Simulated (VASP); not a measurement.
# BeB (Pm-3m) in VASP: reference runs

Reference runs on BeB: the cell as given.

Program: VASP 6.6.1. These are calculated values, not measurements. Logs are shortened: lines on timing, memory, paths and dates and some standing lists are left out, and cuts for length are marked.

### Step 1. The structure

It takes space group Pm-3m (No. 221, cubic). Conventional cell: a = 2.397 Å, b = 2.397 Å, c = 2.397 Å, α = 90.00°, β = 90.00°, γ = 90.00°. Be (site symmetry m-3m) is surrounded by 8 B at 2.08 Å. Around B (site symmetry m-3m) lie 8 Be at 2.08 Å.

The cell was built by a generator and needn't be a form met in nature.

### Step 2. Single point, PBE

INCAR

```
SYSTEM = BeB
PREC = Accurate ; ENCUT = 520
EDIFF = 1E-7 ; ISMEAR = -1
SIGMA = 0.05 ; LREAL = .FALSE.
LASPH = .TRUE. ; NELM = 60
ALGO = Normal ; ISIF = 2
LWAVE = .FALSE. ; LCHARG = .FALSE.
GGA = PE ; NBANDS = 10
```

KPOINTS

```
regular mesh
0
G
  11 11 11
  0 0 0
```

POSCAR

```
BeB
1.0
    2.3967500000      0.0000000000      0.0000000000
    0.0000000000      2.3967500000      0.0000000000
    0.0000000000      0.0000000000      2.3967500000
Be B
1 1
Direct
    0.0000000000      0.0000000000      0.0000000000
    0.5000000000      0.5000000000      0.5000000000
```

Potentials or basis: VASP PAW PBE potentials, release 64 (Be, B).

On the command line:

```console
> cat potpaw_PBE.64/Be/POTCAR potpaw_PBE.64/B/POTCAR > POTCAR
> mpirun -np 1 vasp_std > vasp.out
```

OUTCAR:

```text
SYSTEM = BeB
   PREC = Accurate
   ENCUT = 520
   EDIFF = 1E-7
   ISMEAR = -1
   LREAL = .FALSE.
   LASPH = .TRUE.
   NELM = 60
   ISIF = 2
   GGA = PE

 ion  position               nearest neighbor table
   1  0.000  0.000  0.000-   2 2.08   2 2.08   2 2.08   2 2.08   2 2.08   2 2.08   2 2.08   2 2.08

   2  0.500  0.500  0.500-   1 2.08   1 2.08   1 2.08   1 2.08   1 2.08   1 2.08   1 2.08   1 2.08

  LATTYP: Found a simple cubic cell.
 ALAT       =     2.3967500000

  Lattice vectors:

 A1 = (   2.3967500000,   0.0000000000,   0.0000000000)
 A2 = (   0.0000000000,   2.3967500000,   0.0000000000)
 A3 = (   0.0000000000,   0.0000000000,   2.3967500000)

Analysis of symmetry for initial positions (statically):
=====================================================================
 Subroutine PRICEL returns:
 Original cell was already a primitive cell.

 Routine SETGRP: Setting up the symmetry group for a
 simple cubic supercell.

 Subroutine GETGRP returns: Found 48 space group operations
 (whereof 48 operations were pure point group operations)
 out of a pool of 48 trial point group operations.

The static configuration has the point symmetry O_h .

Analysis of symmetry for dynamics (positions and initial velocities):
=====================================================================
 Subroutine PRICEL returns:
 Original cell was already a primitive cell.

 Routine SETGRP: Setting up the symmetry group for a
 simple cubic supercell.

 Subroutine GETGRP returns: Found 48 space group operations
 (whereof 48 operations were pure point group operations)
 out of a pool of 48 trial point group operations.

The dynamic configuration has the point symmetry O_h .

 Subroutine INISYM returns: Found 48 space group operations
 (whereof 48 operations are pure point group operations),
 and found     1 'primitive' translations

----------------------------------------------------------------------------------------

                                     Primitive cell

  volume of cell :      13.7679

  direct lattice vectors                    reciprocal lattice vectors
     2.396750000  0.000000000  0.000000000     0.417231668  0.000000000  0.000000000
     0.000000000  2.396750000  0.000000000     0.000000000  0.417231668  0.000000000
     0.000000000  0.000000000  2.396750000     0.000000000  0.000000000  0.417231668

  length of vectors
     2.396750000  2.396750000  2.396750000     0.417231668  0.417231668  0.417231668

  position of ions in fractional coordinates (direct lattice)
     0.000000000  0.000000000  0.000000000
     0.500000000  0.500000000  0.500000000

  ion indices of the primitive-cell ions
   primitive index   ion index
                 1           1
                 2           2

----------------------------------------------------------------------------------------

 KPOINTS: regular mesh

Automatic generation of k-mesh.
 Grid dimensions read from file:
 generate k-points for:   11   11   11

 Generating k-lattice:

  Cartesian coordinates                     Fractional coordinates (reciprocal lattice)
     0.037930152  0.000000000  0.000000000     0.090909091  0.000000000  0.000000000
     0.000000000  0.037930152  0.000000000     0.000000000  0.090909091  0.000000000
     0.000000000  0.000000000  0.037930152     0.000000000  0.000000000  0.090909091

  Length of vectors
     0.037930152  0.037930152  0.037930152

  Shift w.r.t. Gamma in fractional coordinates (k-lattice)
     0.000000000  0.000000000  0.000000000

 Subroutine IBZKPT returns following result:
 ===========================================

 Found     56 irreducible k-points:

 Following reciprocal coordinates:
            Coordinates               Weight
  0.000000  0.000000  0.000000      1.000000
  0.090909  0.000000  0.000000      6.000000
  0.181818  0.000000  0.000000      6.000000
  0.272727  0.000000  0.000000      6.000000
  0.363636  0.000000  0.000000      6.000000
  0.454545  0.000000  0.000000      6.000000
[... 16 lines left out ...]
  0.181818  0.090909  0.090909     24.000000
  0.272727  0.090909  0.090909     24.000000
 [... further k-points ...]
   k-points           NKPTS =     56   k-points in BZ     NKDIM =     56   number of bands    NBANDS=     10
   number of dos      NEDOS =    301   number of ions     NIONS =      2
   total plane-waves  NPLWV =   5832
   dimension x,y,z NGX =    18 NGY =   18 NGZ =   18
   dimension x,y,z NGXF=    36 NGYF=   36 NGZF=   36
   ions per type =               1   1
   NGX,Y,Z   is equivalent  to a cutoff of  12.49, 12.49, 12.49 a.u.
   NGXF,Y,Z  is equivalent  to a cutoff of  24.97, 24.97, 24.97 a.u.
 SYSTEM =  BeB
   PREC   = accura    normal or accurate (medium, high low for compatibility)
   ISTART =      0    job   : 0-new  1-cont  2-samecut
   ICHARG =      2    charge: 1-file 2-atom 10-const
   ISPIN  =      1    spin polarized calculation?
   LNONCOLLINEAR =      F non collinear calculations
   LSORBIT =      F    spin-orbit coupling
   LASPH  =      T    aspherical Exc in radial PAW
   ENCUT  =  520.0 eV  38.22 Ry    6.18 a.u.   4.46  4.46  4.46*2*pi/ulx,y,z
   NELM   =     60;   NELMIN=  2; NELMDL= -5     # of ELM steps
   EDIFF  = 0.1E-06   stopping-criterion for ELM
   LREAL  =      F    real-space projection
   EDIFFG = 0.1E-05   stopping-criterion for IOM
   NSW    =      0    number of steps for IOM
   IBRION =     -1    ionic relax: 0-MD 1-quasi-New 2-CG
   NFREE  =      0    steps in history (QN), initial steepest desc. (CG)
   ISIF   =      2    stress and relaxation
   ISYM   =      2    0-nonsym 1-usesym 2-fastsym
   POTIM  = 0.5000    time-step for ionic-motion
   TEBEG  =    0.0;   TEEND  =   0.0 temperature during run
   PSTRESS=    0.0 pullay stress
   NELECT =       5.0000    total number of electrons
   NUPDOWN=      -1.0000    fix difference up-down
   EMIN   =  10.00;   EMAX   =-10.00  energy-range for DOS
   EFERMI =   0.00;   METHOD = LEGACY
   ISMEAR =    -1;   SIGMA  =   0.05  broadening in eV -4-tet -1-fermi 0-gaus
   EFERMI_NEDOS =   21; number of points for ismear=-14 and -15
   IALGO  =     38    algorithm
   IMIX   =      4    mixing-type and parameters
     AMIX     =   0.40;   BMIX     =  1.00
     AMIX_MAG =   1.60;   BMIX_MAG =  1.00
  volume/ion in A,a.u.               =       6.88        46.46
  Fermi-wavevector in a.u.,A,eV,Ry     =   1.167998  2.207196 18.561331  1.364219
  Thomas-Fermi vector in A             =   2.304491
   LORBIT       =      0    0 simple, 1 ext, 2 COOP (PROOUT), +10 PAW based schemes
   GGA     = PE    functional components
   LHFCALC =     F    Hartree Fock is set to
   AEXX    =    0.0000 exact exchange contribution
   IVDW    =     0    specifies the selected vdW correction
   LEPSILON=     F    determine dielectric tensor
   LRPA    =     F    only Hartree local field effects (RPA)
 non-spin polarized calculation
  energy-cutoff  :      520.00
  volume of cell :       13.77
 maximum number of plane-waves:       382
 NGX is ok and might be reduce to    18
   NGX =  9   NGY =  9   NGZ =  9

 number of electron       5.0000000 magnetization

 Free energy of the ion-electron system (eV)
  ---------------------------------------------------
  ext. energy  EPLUGINS =         0.00000000
  ---------------------------------------------------
  free energy    TOTEN  =        -9.06651584 eV

  energy without entropy =       -9.06169777  energy(sigma->0) =       -9.06410681

 E-fermi :   8.8308     XC(G=0): -11.6967

 val. band max:        8.8002373766   @ k =   0.4545   0.2727   0.0000
 cond. band min:       8.9036889892   @ k =   0.4545   0.2727   0.2727
 fundamental gap:      0.1034516127
 Fermi energy:         8.8308031762

 k-point     1 :       0.0000    0.0000    0.0000
  band No.  band energies     occupation
      1      -6.5314      2.00000
      2      10.9990      0.00000
      3      10.9990      0.00000
      4      10.9990      0.00000
      5      19.1488      0.00000
      6      19.1488      0.00000
      7      23.9671      0.00000
      8      26.9613      0.00000
      9      26.9613      0.00000
     10      26.9613      0.00000

 k-point     2 :       0.0909    0.0000    0.0000
  band No.  band energies     occupation
      1      -6.3679      2.00000
      2       9.6086      0.00000
      3      11.1823      0.00000
      4      11.1823      0.00000
      5      19.3643      0.00000
      6      20.6883      0.00000
      7      24.1080      0.00000
      8      26.4401      0.00000
      9      26.4401      0.00000
     10      26.8100      0.00000

 k-point     3 :       0.1818    0.0000    0.0000
  band No.  band energies     occupation
      1      -5.8781      2.00000
      2       6.9779      2.00000
      3      11.7247      0.00000
      4      11.7247      0.00000
      5      20.0110      0.00000
      6      22.6099      0.00000
      7      25.0016      0.00000
      8      25.0016      0.00000
      9      25.2551      0.00000
     10      26.9079      0.00000

 k-point     4 :       0.2727    0.0000    0.0000
  band No.  band energies     occupation
      1      -5.0656      2.00000
      2       4.2935      2.00000
      3      12.5970      0.00000
      4      12.5970      0.00000
      5      21.0880      0.00000
      6      22.8529      0.00000
      7      23.0183      0.00000
      8      23.0183      0.00000
      9      25.4235      0.00000
     10      30.3587      0.00000
[... 222 lines left out ...]
 k-point    22 :       0.0909    0.0909    0.0909
  band No.  band energies     occupation
      1      -6.0407      2.00000
      2       9.5125      0.00000
      3       9.5125      0.00000
      4      11.0737      0.00000
      5      21.7186      0.00000
      6      21.7186      0.00000
      7      24.2272      0.00000
      8      25.1424      0.00000
      9      26.1400      0.00000
     10      26.1400      0.00000

 k-point    23 :       0.1818    0.0909    0.0909
  band No.  band energies     occupation
      1      -5.5505      2.00000
      2       7.1252      2.00000
      3      10.0820      0.00000
      4      11.4559      0.00000
      5      22.1506      0.00000
      6      23.3182      0.00000
      7      23.9204      0.00000
      8      24.5112      0.00000
      9      25.1172      0.00000
     10      26.8809      0.00000

 k-point    24 :       0.2727    0.0909    0.0909
  band No.  band energies     occupation
      1      -4.7374      2.00000
      2       4.5249      2.00000
      3      11.0077      0.00000
      4      12.2361      0.00000
      5      21.4562      0.00000
      6      21.9858      0.00000
      7      23.4898      0.00000
      8      23.8854      0.00000
      9      25.3321      0.00000
     10      30.6911      0.00000

 [... further k-points ...]

------------------------ aborting loop because EDIFF is reached ----------------------------------------

  FORCE on cell =-STRESS in cart. coord.  units (eV):
  Direction    XX          YY          ZZ          XY          YZ          ZX
  --------------------------------------------------------------------------------------
  -------------------------------------------------------------------------------------
  Total        0.0222524      0.0222524      0.0222524     -0.0000000     -0.0000000      0.0000000
  in kB        2.5895189      2.5895189      2.5895189     -0.0000000     -0.0000000      0.0000000
  external PRESSURE =       2.5895189 kB  Pullay stress =       0.0000000 kB

 VOLUME and BASIS-vectors are now :
 -----------------------------------------------------------------------------
  energy-cutoff  :      520.00
  volume of cell :       13.77
      direct lattice vectors                 reciprocal lattice vectors
     2.396750000  0.000000000  0.000000000     0.417231668  0.000000000  0.000000000
     0.000000000  2.396750000  0.000000000     0.000000000  0.417231668  0.000000000
     0.000000000  0.000000000  2.396750000     0.000000000  0.000000000  0.417231668

 POSITION                                       TOTAL-FORCE (eV/Angst)
 -----------------------------------------------------------------------------------
      0.00000      0.00000      0.00000         0.000000      0.000000      0.000000
      1.19837      1.19837      1.19837         0.000000      0.000000      0.000000
 -----------------------------------------------------------------------------------
    total drift:                                0.000000     -0.000000      0.000000

  FREE ENERGIE OF THE ION-ELECTRON SYSTEM (eV)
  ---------------------------------------------------
  free  energy   TOTEN  =        -9.0665158445 eV

  energy  without entropy=       -9.0616977692  energy(sigma->0) =       -9.06410681
```

It took 3.4 s on 1 thread of AMD EPYC 9R14 (Zen 4), shared host; peak memory 0.09 GiB.

Results:

```
Free energy            : -9.0665 eV
Pressure               : 0.3 GPa
Band gap on the k mesh : none (metal or under the smearing width)
```
